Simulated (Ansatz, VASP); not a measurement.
# Ni (Ni(100)) in two plane-wave programs, part 2 of 3

Aim: how closely do two programs agree when they are given the same cell, functional and k mesh? Of the first pair: The structure shown is the start of the Ansatz relaxation below; VASP solves that cell, so the two are compared at the walk's first step.

VASP 6.6.1 and Ansatz 0.2.0.

So far: Starting point; Ansatz: relaxation, PBEsol.

## 3. VASP: single point, PBEsol, start cell, pair 1

Level of this step: PBEsol, spin-polarised from a ferromagnetic start; plane waves and PAW (Ni) (VASP).

The same cell, functional, mesh and smearing now go to VASP, with its own data sets.

Lines of VASP's logs that name or quote its potential files are left out, and so is its time.

The input, INCAR:

```
SYSTEM = Ni
PREC = Accurate
ENCUT = 520
EDIFF = 1E-06
NELM = 200
ISMEAR = 1
SIGMA = 0.1
LREAL = .FALSE.
ALGO = Normal
GGA = PS
NBANDS = 57
ISPIN = 2
MAGMOM = 0.74 0.66 0.65 0.63 0.63 0.65 0.66 0.74
LASPH = .TRUE.
LMAXMIX = 4
LORBIT = 11
LWAVE = .FALSE.
LCHARG = .FALSE.
ISIF = 2
LDIPOL = .TRUE.
IDIPOL = 3
DIPOL = 0.5 0.5 0.5
LVHAR = .TRUE.
GGA_COMPAT = .FALSE.
NELMDL = -8
KPAR = 2
```

The input, POSCAR:

```
Ni
1.0
    2.4489023705      0.0000000000      0.0000000000
    0.0000000000      2.4489023705      0.0000000000
    0.0000000000      0.0000000000     28.1214483083
Ni
8
Direct
    1.0000000000      1.0000000000      0.2844803748
    0.5000000000      0.5000000000      0.3460573953
    1.0000000000      1.0000000000      0.4076344514
    0.5000000000      0.5000000000      0.4692114720
    1.0000000000      1.0000000000      0.5307885280
    0.5000000000      0.5000000000      0.5923655486
    1.0000000000      1.0000000000      0.6539426047
    0.5000000000      0.5000000000      0.7155196252
```

The input, KPOINTS:

```
Automatic mesh
0
Gamma
14 14 1
0 0 0
```

PAW data sets: Ni (PBE family, release 64).

Started as:

```
$ mpirun -np 2 vasp_std
```

Numbers of over 12 decimals in the logs are rounded to 6 here.

The program printed:

```text
[banner, memory and clock lines left out]
running    2 mpi-ranks, on    1 nodes
 distrk:  each k-point on    1 cores,    2 groups
 distr:  one band on    1 cores,    1 groups

 POSCAR found type information on POSCAR Ni
 POSCAR found :  1 types and       8 ions
|                                                                             |
|               ----> ADVICE to this user running VASP <----                  |
|                                                                             |
|     You enforced a specific xc type in the INCAR file but a different       |
|     [... a line on the potential file left out ...]
|     I HOPE YOU KNOW WHAT YOU ARE DOING!                                     |
|                                                                             |

 LDA part: xc-table for (Slater+PW92), standard interpolation
 POSCAR, INCAR and KPOINTS ok, starting setup
 FFT: planning ... GRIDC
 FFT: planning ... GRID_SOFT
 FFT: planning ... GRID
 WAVECAR not read
 entering main loop
       N       E                     dE             d eps       ncg     rms          rms(c)
DAV:   1     0.621753913844E+03    0.62175E+03   -0.35801E+04  8208   0.171E+03
DAV:   2     0.421886846088E+01   -0.61754E+03   -0.57988E+03  8208   0.359E+02
DAV:   3    -0.548964139555E+02   -0.59115E+02   -0.54092E+02  8727   0.148E+02
DAV:   4    -0.563037295437E+02   -0.14073E+01   -0.14006E+01  9106   0.256E+01
DAV:   5    -0.563308681165E+02   -0.27139E-01   -0.27137E-01 12405   0.239E+00
DAV:   6    -0.563311339085E+02   -0.26579E-03   -0.26579E-03 11689   0.259E-01
DAV:   7    -0.563311420022E+02   -0.80937E-05   -0.80937E-05 12372   0.378E-02
DAV:   8    -0.563311421863E+02   -0.18404E-06   -0.18386E-06  6804   0.576E-03    0.303E+01
DAV:   9    -0.649770144065E+02   -0.86459E+01   -0.98146E+01  9315   0.158E+02    0.464E+01
DAV:  10    -0.703966251947E+02   -0.54196E+01   -0.11307E+02  9677   0.166E+02    0.436E+01
DAV:  11    -0.569416715565E+02    0.13455E+02   -0.21709E+01 11341   0.728E+01    0.412E+01
DAV:  12    -0.511468344197E+02    0.57948E+01   -0.20313E+01 10238   0.621E+01    0.298E+01
DAV:  13    -0.576466406082E+02   -0.64998E+01   -0.48275E+01 10003   0.909E+01    0.434E+01
DAV:  14    -0.503922838749E+02    0.72544E+01   -0.14812E+01  9607   0.667E+01    0.298E+01
[...]
DAV:  38    -0.470887746330E+02   -0.65725E-03   -0.13322E-05  7423   0.471E-02    0.385E-02
DAV:  39    -0.470891803683E+02   -0.40574E-03   -0.24218E-05  7644   0.631E-02    0.211E-02
DAV:  40    -0.470892962414E+02   -0.11587E-03   -0.49779E-06  7092   0.315E-02    0.623E-03
DAV:  41    -0.470893322862E+02   -0.36045E-04   -0.14421E-06  6116   0.863E-03    0.485E-03
DAV:  42    -0.470893410465E+02   -0.87603E-05   -0.33849E-07  5654   0.694E-03    0.231E-03
DAV:  43    -0.470893477730E+02   -0.67265E-05   -0.31782E-07  5762   0.444E-03    0.208E-03
DAV:  44    -0.470893497240E+02   -0.19510E-05   -0.13247E-07  5577   0.337E-03    0.152E-03
DAV:  45    -0.470893503673E+02   -0.64331E-06   -0.22642E-08  5459   0.172E-03
   1 F= -.47089350E+02 E0= -.47090679E+02  d E =0.398507E-02  mag=     5.0030
```

From OUTCAR (step 3):

```text
ion  position               nearest neighbor table
   1  0.000  0.000  0.284-   2 2.45   2 2.45   2 2.45   2 2.45
   2  0.500  0.500  0.346-   1 2.45   1 2.45   1 2.45   1 2.45   3 2.45   3 2.45   3 2.45   3 2.45

  LATTYP: Found a simple tetragonal cell.
 ALAT       =     2.4489023705
 C/A-ratio  =    11.4832868174

 Subroutine GETGRP returns: Found 16 space group operations
 (whereof  8 operations were pure point group operations)

The static configuration has the point symmetry C_4v.
 The point group associated with its full space group is D_4h.

 Found     36 irreducible k-points:

   k-points           NKPTS =     36   k-points in BZ     NKDIM =     36   number of bands    NBANDS=     57

   dimension x,y,z NGX =    18 NGY =   18 NGZ =  210
   dimension x,y,z NGXF=    36 NGYF=   36 NGZF=  420

   ENCUT  =  520.0 eV  38.22 Ry    6.18 a.u.   4.55  4.55 52.29*2*pi/ulx,y,z

   NELECT =      80.0000    total number of electrons

 k-points in reciprocal lattice and weights: Automatic mesh
   0.00000000  0.00000000  0.00000000       0.005
   0.07142857  0.00000000  0.00000000       0.020
   0.14285714  0.00000000  0.00000000       0.020
   0.21428571  0.00000000  0.00000000       0.020
   0.28571429  0.00000000  0.00000000       0.020
   0.35714286  0.00000000  0.00000000       0.020
   0.42857143  0.00000000  0.00000000       0.020
   0.50000000  0.00000000  0.00000000       0.010
   0.07142857  0.07142857  0.00000000       0.020
[...]
0.50000000  0.42857143  0.00000000       0.020
   0.50000000  0.50000000  0.00000000       0.005

 dipolmoment           0.000000      0.000000     -0.000000 electrons x Angstroem

 average (electrostatic) potential at core
       1 -88.4524       2 -88.8238       3 -88.8231       4 -88.7995       5 -88.7995
       6 -88.8231       7 -88.8238       8 -88.4524

 E-fermi :   2.3509

 spin component 1
 k-point     1 :       0.0000    0.0000    0.0000
  band No.  band energies     occupation
    ...
     43       1.7985      1.00000
     44       1.8287      1.00000
     45       1.8895      1.00000
     46       1.8895      1.00000
     47       2.2916      0.91675
     48       3.5017     -0.00000
     49       4.3758      0.00000
     50       7.2901      0.00000
     51       7.5168      0.00000
     52       8.5081      0.00000
    ...

 k-point     2 :       0.0714    0.0000    0.0000
  band No.  band energies     occupation
    ...
     42       1.7109      1.00000
     43       1.7603      1.00000
     44       1.7677      1.00000
     45       1.8323      1.00000
     46       1.8940      1.00000
     47       2.7020     -0.00000
     48       3.8561     -0.00000
     49       4.7693      0.00000
     50       7.4235      0.00000
     51       7.6475      0.00000
    ...

 k-point     3 :       0.1429    0.0000    0.0000
  band No.  band energies     occupation
    ...
     42       1.6914      1.00000
     43       1.7893      1.00000
     44       1.8601      1.00000
     45       1.8660      1.00000
     46       2.2417      1.03222
     47       3.4025     -0.00000
     48       4.6242      0.00000
     49       5.6604      0.00000
     50       7.8243      0.00000
     51       8.0369      0.00000
    ...

 k-point     4 :       0.2143    0.0000    0.0000
  band No.  band energies     occupation
    ...
     41       1.7190      1.00000
     42       1.7844      1.00000
     43       1.8053      1.00000
     44       1.8290      1.00000
     45       1.8415      1.00000
     46       2.8403     -0.00000
     47       4.1870     -0.00000
     48       5.5523      0.00000
     49       6.7554      0.00000
     50       8.4950      0.00000
    ...

 k-point     5 :       0.2857    0.0000    0.0000
  band No.  band energies     occupation
    ...
     41       1.6694      1.00000
     42       1.7574      1.00000
     43       1.7821      1.00000
     44       1.8262      1.00000
     45       2.1919      1.02354
     46       3.4577     -0.00000
     47       4.9847      0.00000
     48       6.5021      0.00000
     49       7.8789      0.00000
     50       8.9328      0.00000
    ...

 k-point     6 :       0.3571    0.0000    0.0000
  band No.  band energies     occupation
    ...
     40       1.6803      1.00000
     41       1.7024      1.00000
     42       1.7849      1.00000
     43       1.7915      1.00000
     44       1.7972      1.00000
     45       2.5689     -0.00428
     46       3.9873     -0.00000
     47       5.4494      0.00000
     48       6.4005      0.00000
     49       7.7538      0.00000
    ...

  Total       -2.6038480     -2.6038480     -1.2207711      0.0000000      0.0000000     -0.0000000
  in kB      -24.7369177    -24.7369177    -11.5974947      0.0000000      0.0000000     -0.0000000
  external PRESSURE =     -20.3571101 kB  Pullay stress =       0.0000000 kB

  energy-cutoff  :      520.00
  volume of cell :      168.65
      direct lattice vectors                 reciprocal lattice vectors
     2.448902370  0.000000000  0.000000000     0.408346209  0.000000000  0.000000000
     0.000000000  2.448902370  0.000000000     0.000000000  0.408346209  0.000000000
     0.000000000  0.000000000 28.121448308     0.000000000  0.000000000  0.035560046

 POSITION                                       TOTAL-FORCE (eV/Angst)
 -----------------------------------------------------------------------------------
      0.00000      0.00000      8.00000        -0.000000      0.000000      0.365953
      1.22445      1.22445      9.73164         0.000000      0.000000     -0.383297
      0.00000      0.00000     11.46327        -0.000000     -0.000000      0.017733
      1.22445      1.22445     13.19491        -0.000000      0.000000      0.001052
      0.00000      0.00000     14.92654        -0.000000     -0.000000     -0.001052
      1.22445      1.22445     16.65818        -0.000000     -0.000000     -0.017733
      0.00000      0.00000     18.38981        -0.000000     -0.000000      0.383297
      1.22445      1.22445     20.12145        -0.000000     -0.000000     -0.365953
 -----------------------------------------------------------------------------------
    total drift:                                0.000000      0.000000     -0.000000

  FREE ENERGIE OF THE ION-ELECTRON SYSTEM (eV)
  ---------------------------------------------------
  free  energy   TOTEN  =       -47.0893503673 eV

  energy  without entropy=      -47.0933354383  energy(sigma->0) =      -47.09067872

 vacuum level on the upper side and lower side of the slab         7.405         7.405

 total charge
# of ion       s       p       d       tot
------------------------------------------
    1        0.488   0.369   8.328   9.184
    2        0.517   0.543   8.331   9.391
    3        0.521   0.546   8.334   9.400
    4        0.520   0.545   8.337   9.402
    5        0.520   0.545   8.337   9.402
    6        0.521   0.546   8.334   9.400
    7        0.517   0.543   8.331   9.391
    8        0.488   0.369   8.328   9.184
--------------------------------------------------
tot          4.091   4.005  66.659  74.754

 magnetization (x)
# of ion       s       p       d       tot
------------------------------------------
    1       -0.003  -0.020   0.734   0.710
    2       -0.008  -0.025   0.654   0.622
    3       -0.007  -0.025   0.645   0.613
    4       -0.007  -0.024   0.625   0.594
    5       -0.007  -0.024   0.625   0.594
    6       -0.007  -0.025   0.645   0.613
    7       -0.008  -0.025   0.654   0.622
    8       -0.003  -0.020   0.734   0.710
--------------------------------------------------
tot         -0.049  -0.188   5.316   5.079

[... 6 further parts left out ...]
```

## 4. Side by side

Known differences besides the potentials themselves: VASP starts from the moments at which Ansatz ended; the data sets hold 144 valence electrons in Ansatz (on its default PAW (the set named soft_2) files) and 80 in VASP; the cutoff is 420 eV in Ansatz and 520 eV in VASP; Ansatz makes its cores anew for this functional, VASP keeps those of its PBE data sets. Total energies have different zeros and are not compared.

Forces (eV/Å; atoms numbered as in POSCAR):

```csv
atom,"Ansatz x, y, z","VASP x, y, z"
Ni1,"0.000, 0.000, 0.376","0.000, 0.000, 0.366"
Ni2,"0.000, 0.000, -0.394","0.000, 0.000, -0.383"
Ni3,"0.000, 0.000, 0.016","0.000, 0.000, 0.018"
Ni4,"0.000, 0.000, -0.003","0.000, 0.000, 0.001"
Ni5,"0.000, 0.000, 0.003","0.000, 0.000, -0.001"
Ni6,"0.000, 0.000, -0.016","0.000, 0.000, -0.018"
Ni7,"0.000, 0.000, 0.394","0.000, 0.000, 0.383"
Ni8,"0.000, 0.000, -0.376","0.000, 0.000, -0.366"
```

The forces differ by 4.5 meV/Å r.m.s., which is 3.0 % of the r.m.s. force of 0.153 eV/Å (both taken over all components). Moments aren't recorded for both runs of this pair, so they may hold unlike magnetic states. With vacuum in the cell, a pressure given here is an average over mostly empty space and none of the material.

## 5. Ansatz: relaxation, PBEsol

This run makes the geometry at which the two programs are then compared.

The structure compared here is the end of the Ansatz relaxation.

The input, input.yaml:

```yaml
crystal:
  lattice:
    - [2.4489023705, 0.0, 0.0]
    - [0.0, 2.4489023705, 0.0]
    - [0.0, 0.0, 28.1214483083]
  atoms:
    - { symbol: Ni, position: [0.0, 0.0, 0.2844803693], spin: 0.7 }
    - { symbol: Ni, position: [0.5, 0.5, 0.3460574067], spin: 0.7 }
    - { symbol: Ni, position: [0.0, 0.0, 0.407634444], spin: 0.7 }
    - { symbol: Ni, position: [0.5, 0.5, 0.4692114814], spin: 0.7 }
    - { symbol: Ni, position: [0.0, 0.0, 0.5307885186], spin: 0.7 }
    - { symbol: Ni, position: [0.5, 0.5, 0.592365556], spin: 0.7 }
    - { symbol: Ni, position: [0.0, 0.0, 0.6539425933], spin: 0.7 }
    - { symbol: Ni, position: [0.5, 0.5, 0.7155196307], spin: 0.7 }
magnetization:
  spin_polarized: true
hamiltonian:
  xc: pbesol
kpoints:
  mp_grid: { grid: [14, 14, 1] }
scf:
  occupations: { method: methfessel_paxton, width: 0.1 }
  convergence: { dr2_threshold: 1.0e-09 }
efield:
  axis: 3
  dipole_correction: true
relax:
  f_tol: 0.01
  max_steps: 40
  constraints: [{ sites: [3, 4] }]
output:
  write_potential: true
  write_density: true
  volumetric_format: npy
```

Started as:

```
$ ansatz run input.yaml --threads 4 --pin off --max-ram 8192MiB --backend cpu --events-out ev --progress --plain --runs-dir out
```

The program printed:

```text
[...]
Crystal: 8 atoms, lattice volume = 168.648 Å³
Basis set: ecut = 420 eV, 3197 PW (Γ), exchange–correlation on 36×36×384 points (8 copies of the dense FFT grid, shifted against one another)
Bands: 90, of which v1, the nominal top of the filled ones, is band 72 counted from 1 (71 counted from 0)
[...]
- { symbol: Ni, position: [0.5, 0.5, 0.345757] }
    - { symbol: Ni, position: [0, 0.0, 0.407667] }
    - { symbol: Ni, position: [0.5, 0.5, 0.469211] }
    - { symbol: Ni, position: [0.0, 0.0, 0.5307885186] }
    - { symbol: Ni, position: [0.5, 0.5, 0.592333] }
    - { symbol: Ni, position: [6.691609632498476e-19, 0.0, 0.654243] }
    - { symbol: Ni, position: [0.5, 0.5, 0.713546] }
[key lines of the parts left out:]
SCF converged after 15 iterations
Magnetization: 5.0680 μB (74.5340 up, 69.4660 down)
Free energy (F): -46437.786451 eV
Fermi energy:    6.885439 eV
Dipole field:    D = -0.000012 V/Å  (p = -0.000011 e·Å, saw-weighted, corrected)
Work function:   Φ+ = 5.0690 eV   Φ− = 5.0687 eV
```

## 6. VASP: single point, PBEsol, relaxed cell, pair 2

The same cell, functional, mesh and smearing now go to VASP, with its own data sets.

INCAR is that of step 3.

The input, POSCAR:

```
Ni
1.0
    2.4489023705      0.0000000000      0.0000000000
    0.0000000000      2.4489023705      0.0000000000
    0.0000000000      0.0000000000     28.1214483083
Ni
8
Direct
    0.0000000000      0.0000000000      0.2864544232
    0.5000000000      0.5000000000      0.3457574848
    0.0000000000      0.0000000000      0.4076666876
    0.5000000000      0.5000000000      0.4692114814
    0.0000000000      0.0000000000      0.5307885186
    0.5000000000      0.5000000000      0.5923333124
    0.0000000000      0.0000000000      0.6542425152
    0.5000000000      0.5000000000      0.7135455768
```

KPOINTS is that of step 3.

Started as:

```
$ mpirun -np 2 vasp_std
```

The program printed:

```text
[banner, memory and clock lines left out]
running    2 mpi-ranks, on    1 nodes
[...]
[... a notice as in an earlier step ...]

 LDA part: xc-table for (Slater+PW92), standard interpolation
 POSCAR, INCAR and KPOINTS ok, starting setup
[...]
entering main loop
       N       E                     dE             d eps       ncg     rms          rms(c)
DAV:   1     0.623736036569E+03    0.62374E+03   -0.35834E+04  8208   0.171E+03
DAV:   2     0.457462300523E+01   -0.61916E+03   -0.58129E+03  8208   0.359E+02
DAV:   3    -0.548749497508E+02   -0.59450E+02   -0.54451E+02  8753   0.149E+02
DAV:   4    -0.562963861476E+02   -0.14214E+01   -0.14145E+01  9100   0.257E+01
[...]
DAV:  38    -0.471132793949E+02   -0.16327E-03   -0.33621E-06  6592   0.127E-02    0.132E-02
DAV:  39    -0.471132936945E+02   -0.14300E-04   -0.49729E-07  5657   0.665E-03    0.101E-02
DAV:  40    -0.471132938203E+02   -0.12573E-06   -0.57394E-07  5634   0.680E-03
   1 F= -.47113294E+02 E0= -.47114087E+02  d E =0.237981E-02  mag=     5.0073
```

OUTCAR, selected parts (step 6):

```text
  Total       -1.7773453     -1.7773453     -0.0195963      0.0000000      0.0000000     -0.0000000
  in kB      -16.8850273    -16.8850273     -0.1861674      0.0000000      0.0000000     -0.0000000
  external PRESSURE =     -11.3187407 kB  Pullay stress =       0.0000000 kB

 POSITION                                       TOTAL-FORCE (eV/Angst)
 -----------------------------------------------------------------------------------
      0.00000      0.00000      8.05551         0.000000      0.000000     -0.005741
      1.22445      1.22445      9.72320         0.000000      0.000000      0.007954
      0.00000      0.00000     11.46418         0.000000      0.000000      0.000577
      1.22445      1.22445     13.19491        -0.000000      0.000000      0.003614
      0.00000      0.00000     14.92654         0.000000      0.000000     -0.003614
      1.22445      1.22445     16.65727         0.000000     -0.000000     -0.000577
      0.00000      0.00000     18.39825         0.000000      0.000000     -0.007954
      1.22445      1.22445     20.06594         0.000000      0.000000      0.005741
 -----------------------------------------------------------------------------------
    total drift:                                0.000000      0.000000     -0.000000

  FREE ENERGIE OF THE ION-ELECTRON SYSTEM (eV)
  ---------------------------------------------------
  free  energy   TOTEN  =       -47.1132938203 eV

  energy  without entropy=      -47.1156736261  energy(sigma->0) =      -47.11408709

 magnetization (x)
# of ion       s       p       d       tot
------------------------------------------
    1       -0.004  -0.020   0.730   0.706
    2       -0.008  -0.025   0.655   0.623
    3       -0.007  -0.025   0.645   0.613
    4       -0.007  -0.024   0.628   0.597
    5       -0.007  -0.024   0.628   0.597
    6       -0.007  -0.025   0.645   0.613
    7       -0.008  -0.025   0.655   0.623
    8       -0.004  -0.020   0.730   0.706
--------------------------------------------------
tot         -0.049  -0.189   5.314   5.076

[... 2 parts as in an earlier step ...]

[... 1 further part left out ...]
[key lines of the parts left out:]
E-fermi :   2.3525
```

## 7. Side by side

What differs besides the data sets and the points named for the pairs above, as far as they apply: the data sets hold 144 valence electrons in Ansatz (on its default PAW (the set named soft_2) files) and 80 in VASP; site moments are counted in spheres of each program's own size. Total energies have different zeros and are not compared.

The two programs side by side:

```csv
quantity,Ansatz,VASP,difference
total moment (μB),5.07,5.01,+0.06
moment on Ni1 (μB),0.74,0.71,+0.03
moment on Ni8 (μB),0.74,0.71,+0.03
moment on Ni7 (μB),0.66,0.62,+0.04
moment on Ni2 (μB),0.66,0.62,+0.04
moment on Ni6 (μB),0.65,0.61,+0.04
moment on Ni3 (μB),0.65,0.61,+0.04
moment on Ni4 (μB),0.63,0.60,+0.03
moment on Ni5 (μB),0.63,0.60,+0.03
"work function, lower of the two faces (eV)",5.07,5.05,+0.02
"work function, higher of the two faces (eV)",5.07,5.05,+0.02
```

At this near-relaxed geometry the largest component of a force difference is 8 meV/Å. With vacuum in the cell, a pressure given here is an average over mostly empty space and none of the material.

[end of part 2 of 3]

[Lines on the potential files, build, host, timing and source positions are cut from VASP's logs without a mark.]

[Logs are printed without paths, hosts, clocks, repeated set-up lines and the standing remarks that a program may print on its own settings, such as how far it seeks lower states.]

[Hosts, paths, dates, database ids (printed as entryN), source tags and the programs' standing remarks are cut or masked in the printed files.]
